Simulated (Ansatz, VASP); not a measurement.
# Cu (generalised stacking fault on (111) of Cu) in two plane-wave programs, part 2 of 2

One calculation is typed for both programs; each brings its own data sets. How far apart do they land? The cell is taken from a series of runs on this material, whose earlier steps may have relaxed, scaled, displaced or heated it; both programs get it as it stands.

VASP 6.6.1 and Ansatz 0.2.0.

So far. Step 3 (VASP: single point, PBE, pair 1): The run ends at a pressure of 0.12 GPa, with forces up to 0.082 eV/Å.

## Step 5: VASP: single point, PBE, pair 2

Level of this step: PBE; plane waves and PAW (Cu) (VASP).

A single point gives forces, pressure and levels at one fixed geometry, so differences don't come from the geometry; what else differs is listed under the comparison.

The input, INCAR:

```
SYSTEM = Cu
PREC = Accurate
ENCUT = 600
EDIFF = 1E-06
NELM = 120
ISMEAR = -1
SIGMA = 0.1
LREAL = .FALSE.
ALGO = Normal
GGA = PE
NBANDS = 81
LASPH = .TRUE.
LORBIT = 11
LWAVE = .FALSE.
LCHARG = .FALSE.
ISIF = 2
GGA_COMPAT = .FALSE.
KPAR = 2
```

The input, POSCAR:

```
Cu
1.0
    2.5703400000      0.0000000000      0.0000000000
   -1.2851600000      2.2259800000      0.0000000000
    1.2851700000     -0.7419900000     25.1840200000
Cu
12
Direct
    0.9338100000      0.0661600000      0.1985400000
    0.2393650000      0.7606050000      0.2818750000
    0.5449200000      0.4550500000      0.3652100000
    0.8504766667      0.1494933333      0.4485400000
    0.1560316667      0.8439383333      0.5318750000
    0.4615866667      0.5383833333      0.6152100000
    0.7671433333      0.2328266667      0.6985400000
    0.0726983333      0.9272716667      0.7818750000
    0.3782533333      0.6217166667      0.8652100000
    0.6838100000      0.3161600000      0.9485400000
    0.9893650000      0.0106050000      0.0318750000
    0.2949200000      0.7050500000      0.1152100000
```

The input, KPOINTS:

```
Automatic mesh
0
Gamma
12 12 1
0 0 0
```

PAW data sets: Cu (PBE family, release 64).

Started as:

```bash
> mpirun -np 2 vasp_std
```

Numbers of over 12 decimals in the logs are rounded to 6 here.

Log:

```text
[banner, memory and clock lines left out]
running    2 mpi-ranks, on    1 nodes
[...]
LDA part: xc-table for (Slater+PW92), standard interpolation
|                                                                             |
|           W    W    AA    RRRRR   N    N  II  N    N   GGGG   !!!           |
|           W    W   A  A   R    R  NN   N  II  NN   N  G    G  !!!           |
|           W    W  A    A  R    R  N N  N  II  N N  N  G       !!!           |
|           W WW W  AAAAAA  RRRRR   N  N N  II  N  N N  G  GGG   !            |
|           WW  WW  A    A  R   R   N   NN  II  N   NN  G    G                |
|           W    W  A    A  R    R  N    N  II  N    N   GGGG   !!!           |
|                                                                             |
|     Your reciprocal lattice and k-lattice belong to different lattice       |
|     classes:                                                                |
|                                                                             |
|        The reciprocal lattice is rhombohedral (trigonal),                   |
|        whereas your k-lattice is base-centered monoclinic.                  |
|                                                                             |
|     Results are often still useful ...                                      |
|                                                                             |

 POSCAR, INCAR and KPOINTS ok, starting setup
[...]
entering main loop
       N       E                     dE             d eps       ncg     rms          rms(c)
DAV:   1     0.140678063557E+04    0.14068E+04   -0.59319E+04  6990   0.326E+03
DAV:   2     0.198683444725E+03   -0.12081E+04   -0.11676E+04  6966   0.612E+02
DAV:   3    -0.402379329003E+02   -0.23892E+03   -0.22248E+03  6974   0.290E+02
DAV:   4    -0.552627547064E+02   -0.15025E+02   -0.14623E+02  7622   0.998E+01
[...]
DAV:  20    -0.447577406590E+02    0.31278E-05   -0.21248E-05  7745   0.104E-01    0.211E-02
DAV:  21    -0.447577326373E+02    0.80216E-05   -0.24054E-05  7465   0.761E-02    0.465E-03
DAV:  22    -0.447577331313E+02   -0.49402E-06   -0.38459E-06  6378   0.196E-02
   1 F= -.44757733E+02 E0= -.44687202E+02  d E =-.141063E+00
```

Parts of OUTCAR (step 5):

```text
  Total        0.1854241      0.1854241     -0.2287701      0.0000008     -0.0000000     -0.0000000
  in kB        2.0617684      2.0617689     -2.5437413      0.0000093     -0.0000003     -0.0000003
  external PRESSURE =       0.5265986 kB  Pullay stress =       0.0000000 kB

 POSITION                                       TOTAL-FORCE (eV/Angst)
 -----------------------------------------------------------------------------------
      2.57034     -0.00004      5.00004         0.000000      0.000000      0.026903
      0.00001      1.48394      7.09875         0.000000      0.000000      0.018809
      1.28517      0.74195      9.19746        -0.000000     -0.000000     -0.003569
      2.57034     -0.00004     11.29604        -0.000000     -0.000000     -0.002420
      0.00001      1.48394     13.39475        -0.000000     -0.000000     -0.000218
      1.28518      0.74195     15.49346         0.000000      0.000000      0.000325
      2.57034     -0.00004     17.59205        -0.000000     -0.000000     -0.000325
      0.00001      1.48394     19.69076         0.000000      0.000000      0.000218
      1.28518      0.74195     21.78947         0.000000      0.000000      0.002420
      2.57034     -0.00004     23.88805         0.000000      0.000000      0.003569
      2.57034     -0.00004      0.80274        -0.000000     -0.000000     -0.018809
      0.00001      1.48394      2.90145        -0.000000     -0.000000     -0.026903
 -----------------------------------------------------------------------------------
    total drift:                               -0.000023      0.000013     -0.000421

  FREE ENERGIE OF THE ION-ELECTRON SYSTEM (eV)
  ---------------------------------------------------
  free  energy   TOTEN  =       -44.7577331313 eV

  energy  without entropy=      -44.6166699920  energy(sigma->0) =      -44.68720156

[... 1 part as in an earlier step ...]

[... 2 further parts left out ...]
[key lines of the parts left out:]
E-fermi :   7.3366
```

The run ends at a pressure of 0.05 GPa, with forces up to 0.027 eV/Å.

## Step 6: Ansatz: single point, PBE, pair 2

The same cell, functional, mesh and smearing now go to Ansatz, which takes its cutoff from its data sets.

The cell is taken from a series of runs on this material, whose earlier steps may have relaxed, scaled, displaced or heated it; both programs get it as it stands.

The input, input.yaml:

```yaml
crystal:
  lattice:
    - [2.57034, 0.0, 0.0]
    - [-1.28516, 2.22598, 0.0]
    - [1.28517, -0.74199, 25.18402]
  atoms:
    - { symbol: Cu, position: [0.93382, 0.06618, 0.19854] }
    - { symbol: Cu, position: [0.23938, 0.76062, 0.28187] }
    - { symbol: Cu, position: [0.54494, 0.45506, 0.36521] }
    - { symbol: Cu, position: [0.85048, 0.14952, 0.44854] }
    - { symbol: Cu, position: [0.15604, 0.84396, 0.53187] }
    - { symbol: Cu, position: [0.4616, 0.5384, 0.61521] }
    - { symbol: Cu, position: [0.76716, 0.23284, 0.69854] }
    - { symbol: Cu, position: [0.0727, 0.9273, 0.78187] }
    - { symbol: Cu, position: [0.37826, 0.62174, 0.86521] }
    - { symbol: Cu, position: [0.68382, 0.31618, 0.94854] }
    - { symbol: Cu, position: [0.98938, 0.01062, 0.03187] }
    - { symbol: Cu, position: [0.29494, 0.70506, 0.11521] }
kpoints:
  mp_grid: { grid: [12, 12, 1] }
hamiltonian:
  xc: pbe
scf:
  occupations: { method: fermi_dirac, width: 0.1 }
output:
  forces: true
  stress: true
  populations: true
  dos:
    method: { smearing: { sigma: 0.08 } }
    de: 0.1
    projected: { site_lists: { Cu: [Cu] } }
  eigenvalues: true
  write_density: true
  write_potential: true
  volumetric_format: npy
```

Started as:

```bash
> ansatz run input.yaml --threads 5 --pin off --max-ram 76800MiB --backend cuda --events-out ev --progress --plain --runs-dir out
```

Log:

```text
[...]
GPU FFT provider: cuFFT
GPU libraries: cuBLAS 13.8.2, cuFFT 12.4.0, cuSOLVER 12.3.4
Crystal: 12 atoms, lattice volume = 144.091 Å³
Basis set: ecut = 420 eV, 2887 PW (Γ), exchange–correlation on 36×36×360 points (8 copies of the dense FFT grid, shifted against one another)
[...]
--- Löwdin populations: 12 sites ---
  site symbol       q [e]
     0     Cu     18.8417
     1     Cu     18.8369
     2     Cu     18.8359
     3     Cu     18.8368
     4     Cu     18.8367
     5     Cu     18.8366
     6     Cu     18.8366
     7     Cu     18.8367
     8     Cu     18.8368
     9     Cu     18.8358
    10     Cu     18.8369
    11     Cu     18.8417
  spilling = 0.008555 (of n_electrons = 228.000000)
[key lines of the parts left out:]
SCF converged after 9 iterations
Free energy (F): -79502.113585 eV
Fermi energy:    16.375239 eV
P = ⅓ Tr σ = -0.5357 GPa (-5.357 kbar)
```

## Step 7: Comparison

What differs besides the data sets and the points named for the pairs above, as far as they apply: the data sets hold 228 valence electrons in Ansatz (on its default PAW (the set named soft_2) files) and 132 in VASP. Total energies have different zeros and are not compared.

Compared:

```csv
quantity,Ansatz,VASP,difference
pressure (GPa),-0.54,0.05,-0.59
```

At this near-relaxed geometry the largest component of a force difference is 3 meV/Å.

## Step 8: VASP: single point, PBE, pair 3

With cell and atoms fixed, the geometry can't cause a difference; cores, projectors, grids and the points listed under the comparison can.

INCAR is that of step 5.

The input, POSCAR:

```
Cu
1.0
    2.5703400000      0.0000000000      0.0000000000
   -1.2851600000      2.2259800000      0.0000000000
    1.4136800000     -0.8161900000     25.1840200000
Cu
12
Direct
    0.9271500000      0.0728500000      0.1986800000
    0.2299200000      0.7700800000      0.2820450000
    0.5327200000      0.4672800000      0.3653200000
    0.8355100000      0.1644900000      0.4486100000
    0.1383000000      0.8617000000      0.5319150000
    0.4410900000      0.5589100000      0.6152200000
    0.7438700000      0.2561300000      0.6985200000
    0.0466600000      0.9533400000      0.7818250000
    0.3494500000      0.6505500000      0.8651300000
    0.6522400000      0.3477600000      0.9484200000
    0.9550400000      0.0449600000      0.0316950000
    0.2578100000      0.7421900000      0.1150600000
```

KPOINTS is that of step 5.

Started as:

```bash
> mpirun -np 2 vasp_std
```

Log:

```text
[... set-up lines as in an earlier step ...]
 entering main loop
       N       E                     dE             d eps       ncg     rms          rms(c)
DAV:   1     0.139964670022E+04    0.13996E+04   -0.59332E+04  6990   0.325E+03
DAV:   2     0.195869074167E+03   -0.12038E+04   -0.11640E+04  6966   0.608E+02
DAV:   3    -0.406079176372E+02   -0.23648E+03   -0.21971E+03  6990   0.289E+02
DAV:   4    -0.552572528454E+02   -0.14649E+02   -0.14273E+02  7578   0.992E+01
[...]
DAV:  20    -0.447502432262E+02    0.51231E-05   -0.20107E-05  7922   0.104E-01    0.188E-02
DAV:  21    -0.447502375485E+02    0.56777E-05   -0.21284E-05  7504   0.717E-02    0.452E-03
DAV:  22    -0.447502379389E+02   -0.39040E-06   -0.33299E-06  6035   0.191E-02
   1 F= -.44750238E+02 E0= -.44680363E+02  d E =-.139750E+00
```

Parts of OUTCAR (step 8):

```text
  Total        0.2420358      0.1560265     -0.1583305     -0.0744862      0.1302455     -0.2255899
  in kB        2.6912451      1.7348904     -1.7605087     -0.8282268      1.4482264     -2.5083805
  external PRESSURE =       0.8885423 kB  Pullay stress =       0.0000000 kB

 POSITION                                       TOTAL-FORCE (eV/Angst)
 -----------------------------------------------------------------------------------
      2.57034      0.00000      5.00356        -0.093363      0.053904      0.036135
      0.00002      1.48398      7.10303        -0.004066      0.002348      0.010000
      1.28519      0.74199      9.20023         0.000843     -0.000487     -0.002276
      2.57034      0.00000     11.29780        -0.000198      0.000114     -0.001259
      0.00001      1.48398     13.39576        -0.000185      0.000107     -0.000315
      1.28519      0.74199     15.49371        -0.000122      0.000070      0.000420
      2.57031      0.00002     17.59154         0.000122     -0.000070     -0.000420
     -0.00001      1.48400     19.68950         0.000185     -0.000107      0.000315
      1.28516      0.74200     21.78745         0.000198     -0.000114      0.001259
      2.57031      0.00002     23.88503        -0.000843      0.000487      0.002276
      2.44180      0.07421      0.79821         0.004066     -0.002348     -0.010000
     -0.12852      1.55819      2.89767         0.093363     -0.053904     -0.036135
 -----------------------------------------------------------------------------------
    total drift:                               -0.000076      0.000043     -0.000456

  FREE ENERGIE OF THE ION-ELECTRON SYSTEM (eV)
  ---------------------------------------------------
  free  energy   TOTEN  =       -44.7502379389 eV

  energy  without entropy=      -44.6104876441  energy(sigma->0) =      -44.68036279

[... 1 part as in an earlier step ...]

[... 2 further parts left out ...]
[key lines of the parts left out:]
E-fermi :   7.3400
```

The run ends at a pressure of 0.09 GPa, with forces up to 0.11 eV/Å.

## Step 9: Ansatz: single point, PBE, pair 3

The same cell, functional, mesh and smearing now go to Ansatz, which takes its cutoff from its data sets.

The cell is taken from a series of runs on this material, whose earlier steps may have relaxed, scaled, displaced or heated it; both programs get it as it stands.

input.yaml, the sections that differ from step 6:

```yaml
crystal:
  lattice:
    - [2.57034, 0.0, 0.0]
    - [-1.28516, 2.22598, 0.0]
    - [1.41368, -0.81619, 25.18402]
  atoms:
    - { symbol: Cu, position: [0.92715, 0.07285, 0.19868] }
    - { symbol: Cu, position: [0.22992, 0.77008, 0.28205] }
    - { symbol: Cu, position: [0.53272, 0.46728, 0.36532] }
    - { symbol: Cu, position: [0.83551, 0.16449, 0.44861] }
    - { symbol: Cu, position: [0.1383, 0.8617, 0.53192] }
    - { symbol: Cu, position: [0.44109, 0.55891, 0.61522] }
    - { symbol: Cu, position: [0.74387, 0.25613, 0.69852] }
    - { symbol: Cu, position: [0.04666, 0.95334, 0.78183] }
    - { symbol: Cu, position: [0.34945, 0.65055, 0.86513] }
    - { symbol: Cu, position: [0.65224, 0.34776, 0.94842] }
    - { symbol: Cu, position: [0.95504, 0.04496, 0.0317] }
    - { symbol: Cu, position: [0.25781, 0.74219, 0.11506] }
# kpoints, hamiltonian, scf, output: as in step 6
```

Started as:

```bash
> ansatz run input.yaml --threads 5 --pin off --max-ram 76800MiB --backend cuda --events-out ev --progress --plain --runs-dir out
```

Log:

```text
[...]
--- Löwdin populations: 12 sites ---
  site symbol       q [e]
     0     Cu     18.8415
     1     Cu     18.8370
     2     Cu     18.8359
     3     Cu     18.8367
     4     Cu     18.8367
     5     Cu     18.8366
     6     Cu     18.8366
     7     Cu     18.8367
     8     Cu     18.8367
     9     Cu     18.8359
    10     Cu     18.8370
    11     Cu     18.8415
  spilling = 0.008558 (of n_electrons = 228.000000)
[key lines of the parts left out:]
SCF converged after 9 iterations
Free energy (F): -79502.105977 eV
Fermi energy:    16.378360 eV
P = ⅓ Tr σ = -0.5106 GPa (-5.106 kbar)
```

## Step 10: Differences

What differs besides the data sets and the points named for the pairs above, as far as they apply: the data sets hold 228 valence electrons in Ansatz (on its default PAW (the set named soft_2) files) and 132 in VASP. Total energies have different zeros and are not compared.

The two programs side by side:

```csv
quantity,Ansatz,VASP,difference
pressure (GPa),-0.51,0.09,-0.60
```

Forces on 7 of the 12 atoms, those with the largest forces and the largest differences (eV/Å; atoms numbered as in POSCAR):

```csv
atom,"Ansatz x, y, z","VASP x, y, z"
Cu1,"-0.093, 0.054, 0.037","-0.093, 0.054, 0.036"
Cu2,"-0.004, 0.002, 0.011","-0.004, 0.002, 0.010"
Cu3,"0.001, -0.001, -0.003","0.001, 0.000, -0.002"
Cu9,"0.000, 0.000, 0.001","0.000, 0.000, 0.001"
Cu10,"-0.001, 0.001, 0.003","-0.001, 0.000, 0.002"
Cu11,"0.004, -0.002, -0.011","0.004, -0.002, -0.010"
Cu12,"0.093, -0.054, -0.037","0.093, -0.054, -0.036"
```

The forces differ by 0.4 meV/Å r.m.s., which is 1.4 % of the r.m.s. force of 0.027 eV/Å (both taken over all components).

## Step 11: Outcome

- difference in pressure (single point, PBE, pair 1): -0.64 GPa
- difference in pressure (single point, PBE, pair 2): -0.59 GPa
- difference in pressure (single point, PBE, pair 3): -0.60 GPa

In words: The difference in pressure is -0.64 GPa (single point, PBE, pair 1), within the 1 GPa picked in this series as the mark of a large difference. The data sets hold unlike numbers of valence electrons (228 in Ansatz and 132 in VASP), so part of the differences comes from the potentials. Such differences can come from data sets, numerical settings and the points named under the comparisons, not from the functional's error against experiment.

[Lines on the potential files, build, host, timing and source positions are cut from VASP's logs without a mark.]

[Logs are printed without paths, hosts, clocks, repeated set-up lines and the standing remarks that a program may print on its own settings, such as how far it seeks lower states.]

[Hosts, paths, dates, database ids (printed as entryN), source tags and the programs' standing remarks are cut or masked in the printed files.]
